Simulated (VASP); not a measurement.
Here is the system:

```xyz
2
Lattice="0.0000 2.9605 2.9605 2.9605 0.0000 2.9605 2.9605 2.9605 0.0000" Properties=species:S:1:pos:R:3 pbc="T T T"
Cd     0.0000     0.0000     0.0000
S      1.4803     1.4803     1.4803
```

Calculation: PBE GGA, VASP's PBE PAW potentials (set 64) (plane waves; VASP). Run with 480 eV cut-off, 8×8×8 Γ-centred mesh, Gaussian smearing of 0.050 eV, potentials Cd S.

**Question.** Predict the energy per atom (σ→0), band gap (on the k-mesh) with the smallest direct gap where there is one.

**Answer.** 
```
Item                                          Value
-----------------------------------  --------------
band gap (on the k-mesh)                    1.05 eV
smallest direct gap (on the k-mesh)         1.05 eV
energy per atom (σ→0)                -3.073 eV/atom
```

The compound is CdS in the zinc blende structure, a metastable form; wurtzite is the usual one. It was relaxed first, which changed the volume by +5 %.
